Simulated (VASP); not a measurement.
Here is the system:

```yaml
crystal:
  lattice:
    - [1.67479, -2.90082, 0.00000]
    - [1.67479, 2.90082, 0.00000]
    - [0.00000, 0.00000, 5.21487]
  atoms:
    - { symbol: Sc, position: [0.33333, 0.66667, 0.25000] }
    - { symbol: Sc, position: [0.66667, 0.33333, 0.75000] }
```

Calculation: revPBE GGA, VASP's PBE PAW potentials (set 64) (plane waves; VASP). Run with 520 eV cut-off, Gaussian smearing of 0.050 eV, potentials Sc_sv.

### Question
Give the energies of bands 9 to 14 at the high-symmetry points, in eV from the Fermi level.

### Answer

```
band      Γ      M      K      A      L      H
----  -----  -----  -----  -----  -----  -----
9     -5.08  -1.61  -0.71  -3.57  -1.43  -0.40
10    -1.59  -1.03  -0.71  -3.57  -1.43  -0.40
11     0.53  -0.63  -0.62   0.97   0.05  -0.11
12     1.57  -0.36  -0.44   0.97   0.05  -0.11
13     1.57   1.26   1.00   1.49   1.22   0.23
14     1.82   1.32   1.00   1.49   1.22   0.23
```

It has no gap at this level: it comes out as a metal or semimetal.

The compound is Sc in the hcp structure. It was relaxed first.
